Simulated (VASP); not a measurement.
OSZICAR of a VASP run on CuZn (CsCl type):

File OSZICAR:
```
       N       E                     dE             d eps       ncg     rms          rms(c)
DAV:   1     0.850029156292E+02    0.85003E+02   -0.10204E+04  1760   0.218E+03
DAV:   2    -0.212199225120E+02   -0.10622E+03   -0.10334E+03  1708   0.311E+02
DAV:   3    -0.240034704890E+02   -0.27835E+01   -0.27788E+01  2044   0.688E+01
DAV:   4    -0.240228307508E+02   -0.19360E-01   -0.19359E-01  1918   0.505E+00
DAV:   5    -0.240231594149E+02   -0.32866E-03   -0.32866E-03  2315   0.687E-01    0.951E+00
DAV:   6    -0.211406724701E+02    0.28825E+01   -0.23988E+01  1740   0.129E+02    0.717E+00
DAV:   7    -0.199184934861E+02    0.12222E+01   -0.45636E+00  1768   0.960E+01    0.244E+00
DAV:   8    -0.199386721435E+02   -0.20179E-01   -0.43460E-01  2500   0.141E+01    0.149E+00
DAV:   9    -0.199324139053E+02    0.62582E-02   -0.32670E-02  2458   0.442E+00    0.346E-01
DAV:  10    -0.199347189460E+02   -0.23050E-02   -0.13995E-02  2275   0.246E+00    0.681E-02
DAV:  11    -0.199343488414E+02    0.37010E-03   -0.17956E-03  2506   0.778E-01    0.564E-02
DAV:  12    -0.199351573285E+02   -0.80849E-03   -0.84613E-04  2271   0.425E-01    0.198E-02
DAV:  13    -0.199352417186E+02   -0.84390E-04   -0.10968E-04  2057   0.211E-01    0.711E-03
DAV:  14    -0.199352513765E+02   -0.96579E-05   -0.14179E-05  2355   0.927E-02    0.869E-03
DAV:  15    -0.199352533297E+02   -0.19532E-05   -0.64922E-06  2088   0.710E-02    0.157E-03
DAV:  16    -0.199352522528E+02    0.10769E-05   -0.24127E-07  1022   0.663E-03    0.714E-04
DAV:  17    -0.199352522456E+02    0.71777E-08   -0.34547E-08   917   0.261E-03
   1 F= -.19935252E+02 E0= -.19935336E+02  d E =-.199353E+02
       N       E                     dE             d eps       ncg     rms          rms(c)
DAV:   1    -0.210574859136E+02   -0.11222E+01   -0.13904E+01  1680   0.890E+01    0.846E+00
DAV:   2    -0.203650248606E+02    0.69246E+00   -0.91686E+00  1694   0.840E+01    0.395E+00
DAV:   3    -0.199889792779E+02    0.37605E+00   -0.20411E+00  1731   0.588E+01    0.186E+00
DAV:   4    -0.199545048434E+02    0.34474E-01   -0.98367E-02  2477   0.713E+00    0.802E-01
DAV:   5    -0.199431488709E+02    0.11356E-01   -0.88369E-03  2725   0.180E+00    0.580E-02
DAV:   6    -0.199438136056E+02   -0.66473E-03   -0.16779E-03  1988   0.435E-01    0.415E-02
DAV:   7    -0.199438835503E+02   -0.69945E-04   -0.10041E-04  2060   0.193E-01    0.143E-02
DAV:   8    -0.199438861241E+02   -0.25738E-05   -0.36420E-05  1960   0.823E-02    0.572E-03
DAV:   9    -0.199438962232E+02   -0.10099E-04   -0.93083E-06  2239   0.568E-02    0.101E-03
DAV:  10    -0.199438975535E+02   -0.13303E-05   -0.58855E-07   980   0.102E-02    0.134E-03
DAV:  11    -0.199438976277E+02   -0.74226E-07   -0.33588E-07   896   0.147E-02
   2 F= -.19943898E+02 E0= -.19943900E+02  d E =-.864538E-02
       N       E                     dE             d eps       ncg     rms          rms(c)
DAV:   1    -0.200698863798E+02   -0.12599E+00   -0.16711E+00  1680   0.327E+01    0.267E+00
DAV:   2    -0.199816592301E+02    0.88227E-01   -0.81589E-01  1694   0.246E+01    0.116E+00
DAV:   3    -0.199549398342E+02    0.26719E-01   -0.21028E-01  1753   0.143E+01    0.758E-01
DAV:   4    -0.199486709451E+02    0.62689E-02   -0.11537E-02  2096   0.326E+00    0.288E-01
DAV:   5    -0.199473043613E+02    0.13666E-02   -0.18283E-03  2633   0.846E-01    0.373E-02
DAV:   6    -0.199473686973E+02   -0.64336E-04   -0.19490E-04  2410   0.268E-01    0.152E-02
DAV:   7    -0.199473674615E+02    0.12358E-05   -0.16191E-05  2518   0.118E-01    0.381E-03
DAV:   8    -0.199473699258E+02   -0.24643E-05   -0.45429E-06  2044   0.282E-02    0.163E-03
DAV:   9    -0.199473703766E+02   -0.45080E-06   -0.43403E-07   994   0.151E-02
   3 F= -.19947370E+02 E0= -.19947403E+02  d E =-.121181E-01
       N       E                     dE             d eps       ncg     rms          rms(c)
DAV:   1    -0.199478739627E+02   -0.50404E-03   -0.66510E-03  1680   0.203E+00    0.173E-01
DAV:   2    -0.199475148619E+02    0.35910E-03   -0.35606E-03  1694   0.163E+00    0.776E-02
DAV:   3    -0.199473827373E+02    0.13212E-03   -0.89898E-04  1753   0.969E-01    0.466E-02
DAV:   4    -0.199473633256E+02    0.19412E-04   -0.45076E-05  2237   0.196E-01    0.181E-02
DAV:   5    -0.199473590682E+02    0.42574E-05   -0.63936E-06  2377   0.499E-02    0.194E-03
DAV:   6    -0.199473598611E+02   -0.79299E-06   -0.71976E-07   891   0.171E-02
   4 F= -.19947360E+02 E0= -.19947394E+02  d E =-.121076E-01
```

**Question.** Which electronic solver shows in the log?

**Answer.** It is blocked Davidson (ALGO = Normal, or the opening steps of other solvers). The INCAR had ALGO = Normal.

**Question.** Can the final energy be trusted as converged?

**Answer.** The run converged. It stopped with EDIFF = 1E-6, NELM = 100, NSW = 60 and EDIFFG = -0.01 after 4 ionic steps (r2SCAN meta-GGA, plane waves, VASP's PBE PAW potentials (set 64)). Energy and stress use the plane-wave basis of the starting cell.

The compound is CuZn in the CsCl type structure. This run relaxes it. Symmetry was kept, so distortions that lower it aren't found. The electron count is odd and the run is not spin-polarised, which forces a metal.
